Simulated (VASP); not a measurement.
These are optB88-vdW, VASP's PBE PAW potentials (set 64) (plane waves; VASP) values and carry that method's errors.

VASP ran on this input.

### INCAR
```
LREAL = .False.   ! projection in real space or not
LWAVE = .False.
PARAM2 = 0.22
LUSE_VDW = .True.
ENCUT = 520   ! plane-wave cut-off (eV)
ISMEAR = 0   ! Gaussian
LMAXMIX = 4   ! l cut-off of mixed one-centre charges
SIGMA = 0.05   ! width (eV)
PREC = Accurate
NELM = 100
LASPH = .True.   ! aspherical one-centre terms
GGA = BO
ISIF = 2   ! forces and stress, cell fixed
PARAM1 = 0.1833333333
AGGAC = 0.0
LCHARG = .False.
ALGO = Normal   ! blocked Davidson
EDIFF = 1E-7
SYSTEM = PbTe
```

KPOINTS:
```
Regular mesh
0
Gamma
 7 7 7
0 0 0
```

**POSCAR**
```
PbTe
4.678970
  0.0000000000   0.7071067348   0.7071067348
  0.7071067348   0.0000000000   0.7071067348
  0.7071067348   0.7071067348   0.0000000000
Te Pb
1 1
Cart
  0.7071067348   0.7071067348   0.7071067348
  0.0000000000   0.0000000000   0.0000000000
```

POTCAR, in this order: Te Pb_d (PBE.64 set). Program: vasp_std.

What does the run give for the energy per atom (σ→0), pressure?

* **energy per atom (σ→0)**: -115.7 kJ/mol of atoms
* **pressure**: -1.13 GPa

**OSZICAR**
```
...
DAV:   8    -0.239813216117E+01   -0.28951E-02   -0.11004E-02   602   0.124E+00    0.126E-01
DAV:   9    -0.239793213283E+01    0.20003E-03   -0.20163E-03   772   0.461E-01    0.510E-02
DAV:  10    -0.239798824600E+01   -0.56113E-04   -0.21347E-04   596   0.112E-01    0.257E-02
DAV:  11    -0.239799763439E+01   -0.93884E-05   -0.28553E-05   670   0.400E-02    0.733E-03
DAV:  12    -0.239799792735E+01   -0.29295E-06   -0.21825E-06   668   0.195E-02    0.603E-03
DAV:  13    -0.239799774135E+01    0.18600E-06   -0.10802E-07   514   0.335E-03    0.250E-03
DAV:  14    -0.239799769356E+01    0.47787E-07   -0.23413E-07   390   0.421E-03
   1 F= -.23979977E+01 E0= -.23979977E+01  d E =-.587132E-12
```

The compound is PbTe in the rock salt structure. This cell is one point of a volume scan, at 1.03 of the reference volume.
